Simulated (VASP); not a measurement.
Given:

```xyz
2
Lattice="0.0000 3.5574 3.5574 3.5574 0.0000 3.5574 3.5574 3.5574 0.0000" Properties=species:S:1:pos:R:3 pbc="T T T"
K      0.0000     0.0000     0.0000
I      3.5574     3.5574     3.5574
```

All values below come from PBE0 hybrid, VASP's PBE PAW potentials (set 64) (plane waves; VASP). Settings: 520 eV cut-off, 6×6×6 Γ-centred mesh, Gaussian smearing of 0.050 eV, potentials K_sv I.

Unless said otherwise, spin-orbit coupling is left out, though it shifts the bands of the heavy elements here.

Question: What does the run give for the energy per atom (σ→0), band gap (on the k-mesh) with the smallest direct gap where there is one?

Answer: 
```yaml
band gap (on the k-mesh): 5.59 eV
smallest direct gap (on the k-mesh): 5.59 eV
energy per atom (σ→0): -3.450 eV/atom
```

The compound is KI in the rock salt structure. This cell is one point of a volume scan, at 0.97 of the reference volume. The cell's shape comes from a PBE relaxation.
